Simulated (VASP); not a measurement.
Data:

```
CELL_PARAMETERS angstrom
      3.84074     0.00000     0.00000
      0.00000     3.84074     0.00000
      0.00000     0.00000     4.88578
ATOMIC_POSITIONS crystal
  Sn 0.50000 0.00000 0.76121
  Sn 0.00000 0.50000 0.23879
  O  0.50000 0.50000 0.00000
  O  0.00000 0.00000 0.00000
```

Level of theory: SCAN meta-GGA, VASP's PBE PAW potentials (set 64) (plane waves; VASP). Run with 520 eV cut-off, 6×6×5 Γ-centred mesh, Gaussian smearing of 0.050 eV, potentials Sn_d O.

### Question
The ions and cell shape at fixed volume are relaxed. Give the cell that the relaxation ends in.

### Answer

```
CELL_PARAMETERS angstrom
      3.80819     0.00000     0.00000
      0.00000     3.80819     0.00000
      0.00000     0.00000     4.96965
ATOMIC_POSITIONS crystal
  Sn 0.50000 0.00000 0.76718
  Sn 0.00000 0.50000 0.23282
  O  0.50000 0.50000 0.00000
  O  0.00000 0.00000 0.00000
```
Space group P4/nmm (129), at a tolerance of 0.03 Å.

### Question
How much energy does the relaxation gain?

### Answer
The energy (σ→0) changes by -4.3 meV/atom, in 9 ionic steps.

The compound is SnO in the litharge structure. This cell is one point of a volume scan, at 1.03 of the reference volume. Symmetry was kept, so distortions that lower it aren't found.
